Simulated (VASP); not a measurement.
# Vibrations of WSe2: a test of the settings, part 2 of 2

How far do the zone-centre frequencies of WSe2 depend on the numerical settings? The starting structure is a measured crystal structure from the Crystallography Open Database.

VASP 6.6.1.

Results so far: reference B1g (2) 310.7 cm⁻¹.

## Step 3: Modes with a 4×4×1 mesh

Level of this step: LDA; plane waves and PAW (W, Se) (VASP).

Against step 2 the input has a 4×4×1 mesh (also changed: KPAR).

File INCAR:

```
SYSTEM = WSe2
PREC = Accurate
ENCUT = 450
EDIFF = 1E-08
NELM = 100
ISMEAR = 0
SIGMA = 0.03
LREAL = .FALSE.
ALGO = Normal
GGA = CA
NBANDS = 24
LASPH = .TRUE.
LORBIT = 11
LWAVE = .FALSE.
LCHARG = .FALSE.
KPAR = 2
IBRION = 6
NFREE = 2
POTIM = 0.015
NSW = 1
ISIF = 2
```

File POSCAR:

```
WSe2
1.0
    3.2493452226      0.0000000000      0.0000000000
   -1.6246726113      2.8140155084      0.0000000000
    0.0000000000      0.0000000000     12.8205758161
W Se
2 4
Direct
    0.6666666667      0.3333333333      0.7500000000
    0.3333333333      0.6666666667      0.2500000000
    0.6666666667      0.3333333333      0.3801040014
    0.3333333333      0.6666666667      0.8801040014
    0.6666666667      0.3333333333      0.1198959986
    0.3333333333      0.6666666667      0.6198959986
```

File KPOINTS:

```
Automatic mesh
0
Gamma
4 4 1
0 0 0
```

Potentials, in the order of the species: W and Se (LDA family, release 64).

Run with:

```console
mpirun -np 8 vasp_std
```

Log:

```text
[banner, memory and clock lines left out]
running    8 mpi-ranks, on    1 nodes
[...]
[... a notice as in an earlier step ...]

 LDA part: xc-table for (Slater(with rela. corr.)+CA(PZ))
 , standard interpolation
 POSCAR, INCAR and KPOINTS ok, starting setup
[...]
entering main loop
       N       E                     dE             d eps       ncg     rms          rms(c)
DAV:   1     0.160552116950E+03    0.16055E+03   -0.14696E+04   192   0.118E+03
DAV:   2    -0.381759139727E+02   -0.19873E+03   -0.19310E+03   256   0.236E+02
DAV:   3    -0.504495026764E+02   -0.12274E+02   -0.12164E+02   256   0.609E+01
DAV:   4    -0.506765520775E+02   -0.22705E+00   -0.22683E+00   256   0.849E+00
[...]
DAV:  14    -0.487144774849E+02    0.20036E-06   -0.25142E-06   272   0.749E-03    0.359E-03
DAV:  15    -0.487144773864E+02    0.98553E-07   -0.31814E-07   280   0.327E-03    0.122E-03
DAV:  16    -0.487144773833E+02    0.30111E-08   -0.42259E-08   232   0.939E-04
   1 F= -.48714477E+02 E0= -.48714477E+02  d E =-.154006E-16
[... from here on, the cycles between the ionic steps are left out ...]
   2 F= -.48712263E+02 E0= -.48712263E+02  d E =-.152609E-14
   3 F= -.48712263E+02 E0= -.48712263E+02  d E =-.708435E-19
   4 F= -.48711119E+02 E0= -.48711119E+02  d E =-.194396E-18
   5 F= -.48711119E+02 E0= -.48711119E+02  d E =-.196103E-18
   6 F= -.48713418E+02 E0= -.48713418E+02  d E =-.297049E-18
   7 F= -.48713418E+02 E0= -.48713418E+02  d E =-.292050E-18
   8 F= -.48711013E+02 E0= -.48711013E+02  d E =-.139915E-17
   9 F= -.48714094E+02 E0= -.48714094E+02  d E =-.578892E-19
 Finite differences progress:
  Degree of freedom:   4/  4
  Displacement:        2/  2
  Total:               8/  8
```

Run time: 14 s. Hardware: 8 MPI ranks of Intel Xeon Platinum 8488C (Sapphire Rapids), shared host; peak memory 1.3 GiB.

OUTCAR, selected parts (step 3):

```text
  Total       -0.0018820     -0.0018820      0.5117088      0.0000000      0.0000000     -0.0000000
  in kB       -0.0257220     -0.0257220      6.9936455      0.0000000      0.0000000     -0.0000000
  external PRESSURE =       2.3140671 kB  Pullay stress =       0.0000000 kB

 POSITION                                       TOTAL-FORCE (eV/Angst)
 -----------------------------------------------------------------------------------
      1.62467      0.93801      9.61543        -0.000000     -0.000000     -0.000725
     -0.00000      1.87601      3.20514        -0.000000     -0.000000     -0.225837
      1.62467      0.93801      4.85815        -0.000000      0.000000      0.156705
     -0.00000      1.87601     11.28344         0.000000     -0.000000     -0.103567
      1.62467      0.93801      1.53714        -0.000000     -0.000000      0.073667
     -0.00000      1.87601      7.94742        -0.000000      0.000000      0.099758
 -----------------------------------------------------------------------------------
    total drift:                                0.000000      0.000000      0.000125

  FREE ENERGIE OF THE ION-ELECTRON SYSTEM (eV)
  ---------------------------------------------------
  free  energy   TOTEN  =       -48.7140941500 eV

  energy  without entropy=      -48.7140941500  energy(sigma->0) =      -48.71409415

[... 1 part as in an earlier step ...]

[... 2 further parts left out ...]
[key lines of the parts left out:]
E-fermi :   5.9034
```

The last energy, forces and stress in OUTCAR belong to the last displaced cell, not to that of POSCAR.

With a 4×4×1 mesh the compared modes are at the top B1g (2) 309.5, A2u 308.0 cm⁻¹, at the bottom B1g (1) 38.8, E2g 23.7 cm⁻¹, with 4 more of the listed ones between; the largest shift among the levels compared is +3.9 cm⁻¹, in A1g, from the reference.

## Step 4: Modes with a cutoff of 220 eV

Against step 2 the input has ENCUT = 220.

INCAR, as its differences from that of step 3:

```diff
@@ -2,3 +2,3 @@
 PREC = Accurate
-ENCUT = 450
+ENCUT = 220
 EDIFF = 1E-08
@@ -15,3 +15,3 @@
 LCHARG = .FALSE.
-KPAR = 2
+KPAR = 8
 IBRION = 6
```

POSCAR is that of step 3.

File KPOINTS:

```
Automatic mesh
0
Gamma
9 9 2
0 0 0
```

Run with:

```console
mpirun -np 8 vasp_std
```

Log:

```text
[banner, memory and clock lines left out]
running    8 mpi-ranks, on    1 nodes
[...]
[... a notice as in an earlier step ...]

 LDA part: xc-table for (Slater(with rela. corr.)+CA(PZ))
 , standard interpolation
 POSCAR, INCAR and KPOINTS ok, starting setup
[...]
entering main loop
       N       E                     dE             d eps       ncg     rms          rms(c)
DAV:   1     0.921760956418E+02    0.92176E+02   -0.95657E+03  1160   0.652E+02
DAV:   2    -0.438462885381E+02   -0.13602E+03   -0.13033E+03  1600   0.162E+02
DAV:   3    -0.505257064917E+02   -0.66794E+01   -0.66377E+01  1536   0.400E+01
DAV:   4    -0.506266493919E+02   -0.10094E+00   -0.10075E+00  1456   0.494E+00
[...]
DAV:  14    -0.486136630640E+02    0.37138E-06   -0.26981E-06  1616   0.845E-03    0.545E-03
DAV:  15    -0.486136630501E+02    0.13930E-07   -0.57933E-07  1592   0.343E-03    0.259E-03
DAV:  16    -0.486136630420E+02    0.81370E-08   -0.56397E-08  1432   0.114E-03
   1 F= -.48613663E+02 E0= -.48613663E+02  d E =-.295345E-18
[... from here on, the cycles between the ionic steps are left out ...]
   2 F= -.48611484E+02 E0= -.48611484E+02  d E =-.125836E-18
   3 F= -.48611484E+02 E0= -.48611484E+02  d E =-.125403E-18
   4 F= -.48610307E+02 E0= -.48610307E+02  d E =-.999145E-18
   5 F= -.48610307E+02 E0= -.48610307E+02  d E =-.998434E-18
   6 F= -.48612613E+02 E0= -.48612613E+02  d E =-.251028E-18
   7 F= -.48612613E+02 E0= -.48612613E+02  d E =-.250967E-18
   8 F= -.48611910E+02 E0= -.48611910E+02  d E =-.584686E-17
   9 F= -.48611627E+02 E0= -.48611627E+02  d E =-.622232E-19
 Finite differences progress:
  Degree of freedom:   4/  4
  Displacement:        2/  2
  Total:               8/  8
```

Wall time 23 s (8 MPI ranks); peak memory 2 GiB; 3 min of CPU time.

OUTCAR, selected parts (step 4):

```text
  Total       -0.5710324     -0.5710324     -0.3108318      0.0000000      0.0000000     -0.0000000
  in kB       -7.8044347     -7.8044347     -4.2482119      0.0000000      0.0000000     -0.0000000
  external PRESSURE =      -6.6190271 kB  Pullay stress =       0.0000000 kB

 POSITION                                       TOTAL-FORCE (eV/Angst)
 -----------------------------------------------------------------------------------
      1.62467      0.93801      9.61543        -0.000000      0.000000     -0.000065
     -0.00000      1.87601      3.20514        -0.000000      0.000000     -0.225676
      1.62467      0.93801      4.85815         0.000000     -0.000000      0.265002
     -0.00000      1.87601     11.28344         0.000000     -0.000000      0.007216
      1.62467      0.93801      1.53714         0.000000      0.000000     -0.034617
     -0.00000      1.87601      7.94742        -0.000000      0.000000     -0.011860
 -----------------------------------------------------------------------------------
    total drift:                                0.000000      0.000000     -0.000055

  FREE ENERGIE OF THE ION-ELECTRON SYSTEM (eV)
  ---------------------------------------------------
  free  energy   TOTEN  =       -48.6116268082 eV

  energy  without entropy=      -48.6116268082  energy(sigma->0) =      -48.61162681

[... 1 part as in an earlier step ...]

[... 2 further parts left out ...]
[key lines of the parts left out:]
E-fermi :   5.8909
```

With a cutoff of 220 eV the compared modes are at the top B1g (2) 310.0, A2u 307.5 cm⁻¹, at the bottom B1g (1) 38.9, E2g 25.3 cm⁻¹, with 4 more of the listed ones between; the largest shift among the levels compared is -0.8 cm⁻¹, in A2u, from the reference.

## Step 5: Comparison

| run | B1g (2) | A2u | A1g | B2u | E1g | E2u | B1g (1) | E2g | core minutes |
| --- | --- | --- | --- | --- | --- | --- | --- | --- | --- |
| reference | 310.7 | 308.3 | 255.0 | 252.3 | 176.9 | 175.3 | 38.4 | 24.8 | 11.5 |
| a 4×4×1 mesh | 309.5 | 308.0 | 258.9 | 254.2 | 176.0 | 175.7 | 38.8 | 23.7 | 1.92 |
| a cutoff of 220 eV | 310.0 | 307.5 | 254.5 | 251.6 | 176.6 | 174.9 | 38.9 | 25.3 | 3.07 |

Modes are in cm⁻¹, degenerate ones as one, matched between runs by symmetry and order. A number in brackets counts the listed modes of one symmetry from the lowest. The symmetry labels come from an automatic analysis and can be wrong where levels nearly coincide. Levels within 1 cm⁻¹ of another in the first run are left out, since their labels are uncertain. Core minutes are wall time times ranks of the run shown, on a shared host.

## Step 6: Results

```
B1g (2), reference          : 310.7 cm⁻¹
E2g, reference              : 24.8 cm⁻¹
B1g (2), a 4×4×1 mesh       : 309.5 cm⁻¹
E2g, a 4×4×1 mesh           : 23.7 cm⁻¹
B1g (2), a cutoff of 220 eV : 310.0 cm⁻¹
E2g, a cutoff of 220 eV     : 25.3 cm⁻¹
```

What this shows: The largest change comes with a 4×4×1 mesh: +3.9 cm⁻¹ in A1g. No finer setting was run, so this doesn't show that the reference is converged. The frequencies are harmonic, and the splitting of polar modes by their long-range field is left out. Further runs on this material are not shown.

[Lines on the potential files, build, host, timing and source positions are cut from VASP's logs without a mark.]

[Logs are printed without paths, hosts, clocks, repeated set-up lines and the standing remarks that a program may print on its own settings, such as how far it seeks lower states.]

[Hosts, paths, dates, database ids (printed as entryN), source tags and the programs' standing remarks are cut or masked in the printed files.]
